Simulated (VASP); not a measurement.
VASP ran on this input.

**INCAR**
```
EDIFFG = -0.01   # ionic stop
NSW = 60   # most ionic steps
LCHARG = F
SYSTEM = ScS
IBRION = 2
LREAL = F
NELM = 100   # most electronic steps
SIGMA = 0.1   # width (eV)
EDIFF = 1E-6
LMAXMIX = 4   # l cut-off of mixed one-centre charges
ENCUT = 400   # plane-wave cut-off (eV)
ISIF = 3   # ions, shape and volume
ISMEAR = 1
LWAVE = F
PREC = Accurate
GGA = PE
LASPH = T   # aspherical one-centre terms
ALGO = Normal   # blocked Davidson
```

**POSCAR**
```
ScS
1
    0.0000000000     3.1754260000     3.1754260000
    3.1754260000     0.0000000000     3.1754260000
    3.1754260000     3.1754260000     0.0000000000
Sc S
1 1
Direct
  0.0000000000   0.0000000000   0.0000000000
  0.2500000000   0.2500000000   0.2500000000
```

File KPOINTS:
```
Regular mesh
0
G
 9 9 9
```

POTCAR, in this order: Sc_sv S (PBE.64 set). Program: vasp_std.

**Question.** Write an equivalent input for Ansatz.

**Answer.** One equivalent input (not run):
Ansatz 0.2 input:
```yaml
crystal:
  lattice:
    - [0.0000000, 3.1754260, 3.1754260]
    - [3.1754260, 0.0000000, 3.1754260]
    - [3.1754260, 3.1754260, 0.0000000]
  atoms:
    - { symbol: Sc, position: [0.0000000, 0.0000000, 0.0000000] }
    - { symbol: S, position: [0.2500000, 0.2500000, 0.2500000] }
kpoints:
  mp_grid: { grid: [9, 9, 9] }
hamiltonian:
  xc: pbe
  pseudopotentials: { kind: paw }
scf:
  occupations: { method: methfessel_paxton, width: 0.1 }
  max_iter: 100
relax:
  max_steps: 60
  f_tol: 0.01
  cell: {}
output: { forces: true, stress: true, eigenvalues: true }
```
Limits of the translation: each code has its own PAW files, so the cut-off isn't converted (ENCUT is set for VASP's; basis.ecutwfc is left out, and Ansatz then takes the one that its files recommend); Ansatz stops its SCF on the density residual and VASP on the energy change (EDIFF).

The structure was generated: ScS was put into the zinc blende type (F-43m), which need not be its known phase. This run relaxes it. Symmetry was kept, so distortions that lower it aren't found.
